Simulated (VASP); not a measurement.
# A VASP study of PIr2 (optB86b-vdW): structure first, properties next, part 3 of 4

Wanted: the relaxed cell of PIr2 and its properties. The start is a cell from a database of measured crystal structures.

VASP 6.6.1; optB86b-vdW; plane waves and PAW (P, Ir).

Still holding for the runs below: This run has no spin polarisation. Its electron count is odd, so without a moment it is a metal by construction.

So far. Step 4 (Single point with fields (optB86b-vdW)): In this run the pressure is -0.02 GPa, small enough to go on. Step 5 (Bands along the symmetry lines (optB86b-vdW)): There is no gap at this level.

## Step 6: Density of states (optB86b-vdW)

A density of states needs more k-points than a total energy; ISMEAR = -5 takes tetrahedra, and LORBIT projects the states on the PAW spheres. The mesh is finer than in the run before.

The input, INCAR:

```
SYSTEM = PIr2
PREC = Accurate
ENCUT = 400
EDIFF = 1E-06
NELM = 100
ISMEAR = -5
SIGMA = 0.05
LREAL = .FALSE.
ALGO = Normal
GGA = MK
AGGAC = 0
LUSE_VDW = .TRUE.
PARAM1 = 0.1234
PARAM2 = 1
LASPH = .TRUE.
NBANDS = 24
LORBIT = 11
LWAVE = .FALSE.
LCHARG = .FALSE.
KPAR = 2
NEDOS = 2001
```

The input, POSCAR:

```
PIr2
1.0
    0.0000000000      2.7888981211      2.7888981211
    2.7888981211      0.0000000000      2.7888981211
    2.7888981211      2.7888981211      0.0000000000
P Ir
1 2
Direct
    0.0000000000      0.0000000000      0.0000000000
    0.2500000000      0.2500000000      0.2500000000
    0.7500000000      0.7500000000      0.7500000000
```

The input, KPOINTS:

```
Automatic mesh
0
Gamma
10 10 10
0 0 0
```

PAW data sets: P and Ir (PBE family, release 64).

Run with:

```bash
mpirun -np 2 vasp_std
```

Log:

```text
[... set-up lines as in an earlier step ...]
 entering main loop
       N       E                     dE             d eps       ncg     rms          rms(c)
DAV:   1     0.153702034663E+03    0.15370E+03   -0.82491E+03  2256   0.717E+02
DAV:   2    -0.129972180880E+02   -0.16670E+03   -0.15062E+03  2392   0.231E+02
DAV:   3    -0.192692236997E+02   -0.62720E+01   -0.61964E+01  2888   0.497E+01
DAV:   4    -0.193646050944E+02   -0.95381E-01   -0.95337E-01  2592   0.604E+00
DAV:   5    -0.193669312438E+02   -0.23261E-02   -0.23253E-02  2896   0.951E-01    0.227E+01
DAV:   6    -0.184562051658E+02    0.91073E+00   -0.14815E+00  3120   0.131E+01    0.888E+00
DAV:   7    -0.183864743675E+02    0.69731E-01   -0.86487E-02  2568   0.188E+00    0.462E+00
DAV:   8    -0.183643250415E+02    0.22149E-01   -0.24937E-02  2536   0.784E-01    0.641E-01
DAV:   9    -0.183639589662E+02    0.36608E-03   -0.15034E-03  2728   0.255E-01    0.343E-01
DAV:  10    -0.183638615572E+02    0.97409E-04   -0.38949E-04  2912   0.180E-01    0.421E-02
DAV:  11    -0.183638357937E+02    0.25764E-04   -0.37083E-05  2776   0.624E-02    0.290E-02
DAV:  12    -0.183638356046E+02    0.18914E-06   -0.14357E-06  2464   0.777E-03
   1 F= -.18363836E+02 E0= -.18363836E+02  d E =0.000000E+00
 -----------------------------------------------------------------------------
|                                                                             |
|           W    W    AA    RRRRR   N    N  II  N    N   GGGG   !!!           |
|           W    W   A  A   R    R  NN   N  II  NN   N  G    G  !!!           |
|           W    W  A    A  R    R  N N  N  II  N N  N  G       !!!           |
|           W WW W  AAAAAA  RRRRR   N  N N  II  N  N N  G  GGG   !            |
|           WW  WW  A    A  R   R   N   NN  II  N   NN  G    G                |
|           W    W  A    A  R    R  N    N  II  N    N   GGGG   !!!           |
|                                                                             |
|     Tetrahedron method does not include variations of the Fermi             |
|     occupations, so forces and stress will be inaccurate. We suggest        |
|     using a different smearing scheme ISMEAR = 1 or 2 for metals in         |
|     relaxations.                                                            |
|                                                                             |
 -----------------------------------------------------------------------------
```

Run time: 45 s. Hardware: 2 MPI ranks of AMD EPYC 7R43, shared host; peak memory 0.61 GiB.

From OUTCAR (step 6):

```text
   k-points           NKPTS =     47   k-points in BZ     NKDIM =     47   number of bands    NBANDS=     24

   NELECT =      23.0000    total number of electrons

 E-fermi :   9.5070

 k-point     1 :       0.0000    0.0000    0.0000
  band No.  band energies     occupation
    ...
      5       3.8124      2.00000
      6       3.8124      2.00000
      7       8.9990      2.00000
      8       8.9990      2.00000
      9       8.9990      2.00000
     10       9.9120      0.00000
     11      11.0883      0.00000
     12      11.0883      0.00000
     13      13.8369      0.00000
     14      13.8369      0.00000
    ...

Total vdW correction in eV:      2.8099800

  Total        0.0533872      0.0533872      0.0533872      0.0000000     -0.0000000      0.0000000
  in kB        1.9716054      1.9716054      1.9716054      0.0000000     -0.0000000      0.0000000
  external PRESSURE =       1.9716054 kB  Pullay stress =       0.0000000 kB

 POSITION                                       TOTAL-FORCE (eV/Angst)
 -----------------------------------------------------------------------------------
      0.00000      0.00000      0.00000        -0.000000      0.000000     -0.000000
      1.39445      1.39445      1.39445         0.000000      0.000000      0.000000
      4.18335      4.18335      4.18335        -0.000000     -0.000000     -0.000000
 -----------------------------------------------------------------------------------
    total drift:                                0.000000      0.000000     -0.000000

  FREE ENERGIE OF THE ION-ELECTRON SYSTEM (eV)
  ---------------------------------------------------
  free  energy   TOTEN  =       -18.3638356046 eV

  energy  without entropy=      -18.3638356046  energy(sigma->0) =      -18.36383560

Total vdW correction in eV:      2.8099612

[... 6 parts as in an earlier step ...]

[... 10 further parts left out ...]
```

With tetrahedra the forces and stress of a metal are not exact derivatives of the energy.

This step gave:

* irreducible k points: 47
* free energy (TOTEN): -18.36 eV
* Fermi energy: 9.507 eV
* pressure: 0.1972 GPa
* DOS at the Fermi level: 0.9650 states/eV/cell

The density of states has structure finer than the step of the table below, so its rows give means over 0.5 eV, whole bins alone (the curve runs from -12.0 to 4.99 eV). Peaks (eV: height): total -4.42: 6.05, -2.20: 6.68, -1.77: 4.48, -1.05: 4.42; Ir d -4.42: 4.12, -2.20: 5.54, -1.84: 3.77, -1.05: 3.52; Ir p -7.59: 0.310, -4.42: 0.508, -3.92: 0.335, -1.12: 0.305; P p -7.59: 0.694, -6.51: 0.777, 1.83: 0.311, 3.91: 0.336; Ir s -7.59: 1.05, -6.51: 0.317, 2.40: 0.248.

States under -12.0 eV and over 5.0 eV are left out. The density of states by energy, zero at the Fermi level; means over each step; values in states/eV/cell:

| energy (eV) | total | Ir d | Ir p | P p | Ir s | P s |
| --- | --- | --- | --- | --- | --- | --- |
| -9.5 | 0 | 0 | 0 | 0 | 0 | 0 |
| -9.0 | 0.00158 | 3.5e-4 | 5.7e-6 | 2.6e-4 | 6.0e-4 | 5.7e-6 |
| -8.5 | 0.496 | 0.133 | 0.00784 | 0.0801 | 0.157 | 0.00409 |
| -8.0 | 1.39 | 0.423 | 0.0529 | 0.227 | 0.337 | 0.0171 |
| -7.5 | 2.14 | 0.542 | 0.144 | 0.364 | 0.522 | 0.0178 |
| -7.0 | 1.24 | 0.544 | 0.0665 | 0.231 | 0.137 | 8.0e-4 |
| -6.5 | 3.10 | 1.35 | 0.231 | 0.622 | 0.249 | 0.00156 |
| -6.0 | 2.06 | 0.976 | 0.172 | 0.432 | 0.0801 | 3.2e-4 |
| -5.5 | 1.82 | 1.10 | 0.114 | 0.282 | 0.0205 | 6.9e-4 |
| -5.0 | 1.51 | 1.22 | 0.0527 | 0.0460 | 0.00203 | 9.0e-4 |
| -4.5 | 4.10 | 2.94 | 0.293 | 0.0734 | 0.0237 | 0.0128 |
| -4.0 | 3.04 | 2.20 | 0.249 | 0.111 | 0.0370 | 0.00349 |
| -3.5 | 1.60 | 1.22 | 0.101 | 0.0489 | 0.0476 | 4.3e-4 |
| -3.0 | 1.82 | 1.45 | 0.0735 | 0.0295 | 0.0432 | 0.00157 |
| -2.5 | 3.99 | 3.31 | 0.0971 | 0.0619 | 0.0804 | 0.00317 |
| -2.0 | 3.95 | 3.29 | 0.121 | 0.0497 | 0.0831 | 8.8e-4 |
| -1.5 | 2.89 | 2.40 | 0.128 | 0.0249 | 0.0622 | 0.00331 |
| -1.0 | 3.83 | 3.07 | 0.248 | 0.0360 | 0.0639 | 0.0294 |
| -0.5 | 2.29 | 1.85 | 0.162 | 0.0279 | 0.0349 | 0.0120 |
| 0.0 | 1.07 | 0.752 | 0.130 | 0.0249 | 0.0272 | 0.0115 |
| 0.5 | 0.628 | 0.388 | 0.0912 | 0.0173 | 0.0271 | 0.0173 |
| 1.0 | 0.547 | 0.320 | 0.0684 | 0.0132 | 0.0349 | 0.0315 |
| 1.5 | 1.11 | 0.723 | 0.0457 | 0.0597 | 0.0828 | 0.0661 |
| 2.0 | 2.81 | 1.95 | 0.0992 | 0.239 | 0.165 | 0.0627 |
| 2.5 | 2.16 | 1.19 | 0.154 | 0.197 | 0.185 | 0.118 |
| 3.0 | 1.17 | 0.580 | 0.118 | 0.153 | 0.0738 | 0.0535 |
| 3.5 | 1.01 | 0.390 | 0.142 | 0.201 | 0.0279 | 0.0242 |
| 4.0 | 1.23 | 0.412 | 0.155 | 0.272 | 0.0499 | 0.0511 |
| 4.5 | 0.866 | 0.215 | 0.0905 | 0.120 | 0.122 | 0.0977 |

The finer mesh and the other smearing move the Fermi level by +0.14 eV from the 7×7×7 run, one measure of the sampling error in the zero of the bands above. Of the states within 0.3 eV of the Fermi level, the largest shares in the PAW spheres are Ir d 71 % and Ir p 12 %. The rest lies in smaller channels or between the spheres.

## Step 7: Volume scan with optB86b-vdW

An equation of state needs energies on both sides of the minimum, all on one mesh and cutoff.

INCAR, as its differences from that of step 6:

```diff
@@ -5,3 +5,3 @@
 NELM = 100
-ISMEAR = -5
+ISMEAR = 0
 SIGMA = 0.05
@@ -15,3 +15,3 @@
 LASPH = .TRUE.
-NBANDS = 24
+NBANDS = 17
 LORBIT = 11
@@ -20,2 +20,2 @@
 KPAR = 2
-NEDOS = 2001
+ISIF = 2
```

The input, POSCAR:

```
PIr2
1.0
    0.0000000000      2.7319658581      2.7319658581
    2.7319658581      0.0000000000      2.7319658581
    2.7319658581      2.7319658581      0.0000000000
P Ir
1 2
Direct
    0.0000000000      0.0000000000      0.0000000000
    0.2500000000      0.2500000000      0.2500000000
    0.7500000000      0.7500000000      0.7500000000
```

The input, KPOINTS:

```
Automatic mesh
0
Gamma
7 7 7
0 0 0
```

Run with:

```bash
mpirun -np 2 vasp_std
```

Log:

```text
[... set-up lines as in an earlier step ...]
 entering main loop
       N       E                     dE             d eps       ncg     rms          rms(c)
DAV:   1     0.166663010408E+03    0.16666E+03   -0.88654E+03   680   0.102E+03
DAV:   2    -0.106948352394E+02   -0.17736E+03   -0.16851E+03   681   0.324E+02
DAV:   3    -0.191235040413E+02   -0.84287E+01   -0.83184E+01   897   0.730E+01
DAV:   4    -0.192741481605E+02   -0.15064E+00   -0.15043E+00   863   0.982E+00
DAV:   5    -0.192768920662E+02   -0.27439E-02   -0.27433E-02   925   0.123E+00    0.268E+01
DAV:   6    -0.183242373684E+02    0.95265E+00   -0.26877E+00  1021   0.181E+01    0.107E+01
DAV:   7    -0.182409094722E+02    0.83328E-01   -0.98226E-02   772   0.232E+00    0.497E+00
DAV:   8    -0.182170330240E+02    0.23876E-01   -0.24203E-02   831   0.899E-01    0.679E-01
DAV:   9    -0.182166776892E+02    0.35533E-03   -0.19444E-03   845   0.362E-01    0.340E-01
DAV:  10    -0.182166490766E+02    0.28613E-04   -0.37955E-04   892   0.195E-01    0.839E-02
DAV:  11    -0.182166345943E+02    0.14482E-04   -0.47627E-05   867   0.669E-02    0.273E-02
DAV:  12    -0.182166343829E+02    0.21133E-06   -0.34192E-06   853   0.123E-02
   1 F= -.18216634E+02 E0= -.18215878E+02  d E =-.151337E-02
```

It took 27 s on 2 MPI ranks; peak memory 0.58 GiB.

From OUTCAR (step 7):

```text
   ENCUT  =  400.0 eV  29.40 Ry    5.42 a.u.   6.30  6.30  6.30*2*pi/ulx,y,z

   NELECT =      23.0000    total number of electrons

 E-fermi :  10.3343

 k-point     1 :       0.0000    0.0000    0.0000
  band No.  band energies     occupation
    ...
      5       4.2306      2.00000
      6       4.2306      2.00000
      7       9.9201      2.00000
      8       9.9201      2.00000
      9       9.9201      2.00000
     10      11.0497      0.00000
     11      12.2433      0.00000
     12      12.2433      0.00000
     13      15.1212      0.00000
     14      15.1212      0.00000
    ...

Total vdW correction in eV:      2.6670428

  Total        5.2467659      5.2467659      5.2467659     -0.0000000      0.0000000      0.0000000
  in kB      206.1324999    206.1324999    206.1324999     -0.0000000      0.0000000      0.0000000
  external PRESSURE =     206.1324999 kB  Pullay stress =       0.0000000 kB

 POSITION                                       TOTAL-FORCE (eV/Angst)
 -----------------------------------------------------------------------------------
      0.00000      0.00000      0.00000         0.000000      0.000000      0.000000
      1.36598      1.36598      1.36598         0.000000      0.000000     -0.000000
      4.09795      4.09795      4.09795        -0.000000     -0.000000      0.000000
 -----------------------------------------------------------------------------------
    total drift:                                0.000000      0.000000     -0.000000

  FREE ENERGIE OF THE ION-ELECTRON SYSTEM (eV)
  ---------------------------------------------------
  free  energy   TOTEN  =       -18.2166343829 eV

  energy  without entropy=      -18.2151210179  energy(sigma->0) =      -18.21587770

Total vdW correction in eV:      2.6670520

[... 4 parts as in an earlier step ...]

[... 12 further parts left out ...]
```

The scan keeps the cell's shape and the fractional positions fixed.

This step gave:

```yaml
bands: 17
irreducible_k_points: 20
free_energy_toten: -18.22 eV
energy_at_zero_smearing: -18.22 eV
fermi_energy: 10.33 eV
pressure: 20.61 GPa
```

The pressure here is 20.61 GPa.

## Step 8: Volume scan with optB86b-vdW (run 2)

INCAR is that of step 7.

The input, POSCAR:

```
PIr2
1.0
    0.0000000000      2.7512056881      2.7512056881
    2.7512056881      0.0000000000      2.7512056881
    2.7512056881      2.7512056881      0.0000000000
P Ir
1 2
Direct
    0.0000000000      0.0000000000      0.0000000000
    0.2500000000      0.2500000000      0.2500000000
    0.7500000000      0.7500000000      0.7500000000
```

KPOINTS is that of step 7.

Run with:

```bash
mpirun -np 2 vasp_std
```

Log:

```text
[... set-up lines as in an earlier step ...]
 entering main loop
       N       E                     dE             d eps       ncg     rms          rms(c)
DAV:   1     0.168293667278E+03    0.16829E+03   -0.87189E+03   680   0.102E+03
DAV:   2    -0.107503800912E+02   -0.17904E+03   -0.17077E+03   681   0.324E+02
DAV:   3    -0.191807748872E+02   -0.84304E+01   -0.81990E+01   904   0.709E+01
DAV:   4    -0.193499968398E+02   -0.16922E+00   -0.16888E+00   809   0.102E+01
DAV:   5    -0.193533562197E+02   -0.33594E-02   -0.33574E-02   899   0.141E+00    0.253E+01
DAV:   6    -0.184080406064E+02    0.94532E+00   -0.27444E+00   980   0.183E+01    0.996E+00
DAV:   7    -0.183308152427E+02    0.77225E-01   -0.10198E-01   777   0.238E+00    0.480E+00
DAV:   8    -0.183075299843E+02    0.23285E-01   -0.26718E-02   810   0.962E-01    0.674E-01
DAV:   9    -0.183070738043E+02    0.45618E-03   -0.21746E-03   855   0.370E-01    0.347E-01
DAV:  10    -0.183070474015E+02    0.26403E-04   -0.44927E-04   876   0.211E-01    0.682E-02
DAV:  11    -0.183070317831E+02    0.15618E-04   -0.54878E-05   893   0.747E-02    0.291E-02
DAV:  12    -0.183070315548E+02    0.22830E-06   -0.39305E-06   826   0.142E-02
   1 F= -.18307032E+02 E0= -.18306160E+02  d E =-.174296E-02
```

The job ended after 28 s (2 MPI ranks; peak memory 0.57 GiB; 54 s of CPU time).

From OUTCAR (step 8):

```text
   ENCUT  =  400.0 eV  29.40 Ry    5.42 a.u.   6.34  6.34  6.34*2*pi/ulx,y,z

   NELECT =      23.0000    total number of electrons

 E-fermi :   9.9984

 k-point     1 :       0.0000    0.0000    0.0000
  band No.  band energies     occupation
    ...
      5       4.0823      2.00000
      6       4.0823      2.00000
      7       9.5941      2.00000
      8       9.5941      2.00000
      9       9.5941      2.00000
     10      10.6598      0.00000
     11      11.8340      0.00000
     12      11.8340      0.00000
     13      14.6749      0.00000
     14      14.6749      0.00000
    ...

Total vdW correction in eV:      2.7141314

  Total        3.3531838      3.3531838      3.3531838     -0.0000000      0.0000000     -0.0000000
  in kB      128.9937782    128.9937782    128.9937782     -0.0000000      0.0000000     -0.0000000
  external PRESSURE =     128.9937782 kB  Pullay stress =       0.0000000 kB

 POSITION                                       TOTAL-FORCE (eV/Angst)
 -----------------------------------------------------------------------------------
      0.00000      0.00000      0.00000         0.000000     -0.000000      0.000000
      1.37560      1.37560      1.37560        -0.000000     -0.000000     -0.000000
      4.12681      4.12681      4.12681         0.000000      0.000000      0.000000
 -----------------------------------------------------------------------------------
    total drift:                                0.000000      0.000000     -0.000000

  FREE ENERGIE OF THE ION-ELECTRON SYSTEM (eV)
  ---------------------------------------------------
  free  energy   TOTEN  =       -18.3070315548 eV

  energy  without entropy=      -18.3052885979  energy(sigma->0) =      -18.30616008

Total vdW correction in eV:      2.7141460

[... 4 parts as in an earlier step ...]

[... 12 further parts left out ...]
```

This step gave:

```yaml
free_energy_toten: -18.31 eV
energy_at_zero_smearing: -18.31 eV
fermi_energy: 9.998 eV
pressure: 12.90 GPa
```

The pressure falls from 20.61 to 12.90 GPa.

The run ends at a pressure of 12.90 GPa.

## Step 9: Volume scan with optB86b-vdW (run 3)

INCAR is that of step 8.

The input, POSCAR:

```
PIr2
1.0
    0.0000000000      2.7701801201      2.7701801201
    2.7701801201      0.0000000000      2.7701801201
    2.7701801201      2.7701801201      0.0000000000
P Ir
1 2
Direct
    0.0000000000      0.0000000000      0.0000000000
    0.2500000000      0.2500000000      0.2500000000
    0.7500000000      0.7500000000      0.7500000000
```

KPOINTS is that of step 8.

Run with:

```bash
mpirun -np 2 vasp_std
```

Log:

```text
[... set-up lines as in an earlier step ...]
 entering main loop
       N       E                     dE             d eps       ncg     rms          rms(c)
DAV:   1     0.164423127747E+03    0.16442E+03   -0.89753E+03   680   0.102E+03
DAV:   2    -0.110038100868E+02   -0.17543E+03   -0.16720E+03   682   0.322E+02
DAV:   3    -0.192335195339E+02   -0.82297E+01   -0.80988E+01   898   0.710E+01
DAV:   4    -0.193886013803E+02   -0.15508E+00   -0.15388E+00   841   0.975E+00
[...]
DAV:  10    -0.183580816889E+02    0.27723E-04   -0.47025E-04   869   0.211E-01    0.518E-02
DAV:  11    -0.183580681799E+02    0.13509E-04   -0.49644E-05   839   0.713E-02    0.287E-02
DAV:  12    -0.183580680244E+02    0.15546E-06   -0.38796E-06   884   0.140E-02
   1 F= -.18358068E+02 E0= -.18357074E+02  d E =-.198789E-02
```

The job ended after 30 s (2 MPI ranks; peak memory 0.58 GiB; 57 s of CPU time).

OUTCAR, selected parts (step 9):

```text
  Total        1.6066144      1.6066144      1.6066144     -0.0000000      0.0000000     -0.0000000
  in kB       60.5435981     60.5435981     60.5435981     -0.0000000      0.0000000     -0.0000000
  external PRESSURE =      60.5435981 kB  Pullay stress =       0.0000000 kB

 POSITION                                       TOTAL-FORCE (eV/Angst)
 -----------------------------------------------------------------------------------
      0.00000      0.00000      0.00000         0.000000     -0.000000     -0.000000
      1.38509      1.38509      1.38509         0.000000      0.000000     -0.000000
      4.15527      4.15527      4.15527        -0.000000     -0.000000      0.000000
 -----------------------------------------------------------------------------------
    total drift:                                0.000000      0.000000      0.000000

  FREE ENERGIE OF THE ION-ELECTRON SYSTEM (eV)
  ---------------------------------------------------
  free  energy   TOTEN  =       -18.3580680244 eV

  energy  without entropy=      -18.3560801328  energy(sigma->0) =      -18.35707408

[... 1 part as in an earlier step ...]

[... 2 further parts left out ...]
[key lines of the parts left out:]
E-fermi :   9.6769
```

The pressure falls from 12.90 to 6.05 GPa.

The run ends at a pressure of 6.05 GPa.

## Step 10: Volume scan with optB86b-vdW (run 4)

INCAR is that of step 9.

The input, POSCAR:

```
PIr2
1.0
    0.0000000000      2.7888981211      2.7888981211
    2.7888981211      0.0000000000      2.7888981211
    2.7888981211      2.7888981211      0.0000000000
P Ir
1 2
Direct
    0.0000000000      0.0000000000      0.0000000000
    0.2500000000      0.2500000000      0.2500000000
    0.7500000000      0.7500000000      0.7500000000
```

KPOINTS is that of step 9.

Run with:

```bash
mpirun -np 2 vasp_std
```

Log:

```text
[... set-up lines as in an earlier step ...]
 entering main loop
       N       E                     dE             d eps       ncg     rms          rms(c)
[... 12 cycles as in an earlier step ...]
   1 F= -.18374185E+02 E0= -.18373066E+02  d E =-.223850E-02
```

Elapsed: 31 s, on 2 MPI ranks; peak memory 0.57 GiB; 60 s of CPU time.

OUTCAR, selected parts (step 10):

```text
[... 6 parts as in an earlier step ...]

[... 1 further part left out ...]
[key lines of the parts left out:]
E-fermi :   9.3687
```

The pressure falls from 6.05 to -0.01 GPa.

The run ends at a pressure of -0.01 GPa.

(Continued in part 4 of 4.)

[Lines on the potential files, build, host, timing and source positions are cut from VASP's logs without a mark.]

[Logs are printed without paths, hosts, clocks, repeated set-up lines and the standing remarks that a program may print on its own settings, such as how far it seeks lower states.]

[Hosts, paths, dates, database ids (printed as entryN), source tags and the programs' standing remarks are cut or masked in the printed files.]

[A measured line is paired with the nearest computed mode of its activity, which favours agreement.]
